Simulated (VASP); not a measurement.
These are optB86b-vdW, VASP's PBE PAW potentials (set 64) (plane waves; VASP) values and carry that method's errors.

The input files of a VASP run:

INCAR:
```
SYSTEM  =  BN
PREC  =  Accurate; ENCUT  =  520; LREAL  =  .FALSE.
LASPH  =  .TRUE.
EDIFF  =  1E-7; NELM  =  100; ALGO  =  Normal
ISMEAR  =  0; SIGMA  =  0.05
GGA  =  MK; LUSE_VDW  =  .TRUE.; AGGAC  =  0.0
PARAM1  =  0.1234; PARAM2  =  1.0
ISIF  =  2
LWAVE  =  .FALSE.; LCHARG  =  .FALSE.
```

KPOINTS:
```
Automatic mesh
0
Gamma
12 12 12
0 0 0
```

POSCAR:
```
BN
3.6211440
  0.0000000000   0.5000000054   0.5000000054
  0.5000000054   0.0000000000   0.5000000054
  0.5000000054   0.5000000054   0.0000000000
B N
1 1
Cartesian
  0.0000000000   0.0000000000   0.0000000000
  0.2500000027   0.2500000027   0.2500000027
```

POTCAR, in this order: B N (PBE.64 set). Program: vasp_std.

The resulting files:

**OSZICAR**
```
       N       E                     dE             d eps       ncg     rms          rms(c)
DAV:   1     0.106691971782E+02    0.10669E+02   -0.53718E+03  1200   0.996E+02
DAV:   2    -0.165052032798E+02   -0.27174E+02   -0.26613E+02  1616   0.173E+02
DAV:   3    -0.166937977146E+02   -0.18859E+00   -0.18859E+00  1280   0.180E+01
DAV:   4    -0.166939795366E+02   -0.18182E-03   -0.18182E-03  1616   0.508E-01
DAV:   5    -0.166939795870E+02   -0.50413E-07   -0.50413E-07  1264   0.680E-03    0.679E+00
DAV:   6    -0.157880478787E+02    0.90593E+00   -0.36918E+00  1480   0.140E+01    0.329E+00
DAV:   7    -0.157169043012E+02    0.71144E-01   -0.95346E-02  1528   0.295E+00    0.192E+00
DAV:   8    -0.157003588625E+02    0.16545E-01   -0.46318E-02  1432   0.187E+00    0.180E-01
DAV:   9    -0.157004889707E+02   -0.13011E-03   -0.52126E-04  1224   0.256E-01    0.787E-02
DAV:  10    -0.157005532160E+02   -0.64245E-04   -0.11436E-04  1600   0.120E-01    0.140E-02
DAV:  11    -0.157005564396E+02   -0.32235E-05   -0.55757E-06  1216   0.231E-02    0.661E-03
DAV:  12    -0.157005564710E+02   -0.31451E-07   -0.11363E-06  1368   0.888E-03    0.331E-04
DAV:  13    -0.157005564776E+02   -0.65795E-08   -0.18962E-08   576   0.164E-03
   1 F= -.15700556E+02 E0= -.15700556E+02  d E =-.477760E-17
```

### OUTCAR
```
------------------------ aborting loop because EDIFF is reached ----------------------------------------
  FORCE on cell =-STRESS in cart. coord.  units (eV):
  Direction    XX          YY          ZZ          XY          YZ          ZX
  --------------------------------------------------------------------------------------
  Total        0.0004020      0.0004020      0.0004020     -0.0000000      0.0000000      0.0000000
  in kB        0.0542545      0.0542545      0.0542545     -0.0000000      0.0000000      0.0000000
  external PRESSURE =       0.0542545 kB  Pullay stress =       0.0000000 kB
  volume of cell :       11.87
      direct lattice vectors                 reciprocal lattice vectors
     0.000000000  1.810572020  1.810572020    -0.276155820  0.276155820  0.276155820
     1.810572020  0.000000000  1.810572020     0.276155820 -0.276155820  0.276155820
     1.810572020  1.810572020  0.000000000     0.276155820  0.276155820 -0.276155820
  FREE ENERGIE OF THE ION-ELECTRON SYSTEM (eV)
  ---------------------------------------------------
  free  energy   TOTEN  =       -15.7005564776 eV

  energy  without entropy=      -15.7005564776  energy(sigma->0) =      -15.70055648
```
(Selected blocks of OUTCAR.)

The compound is BN in the zinc blende structure. It was relaxed first.
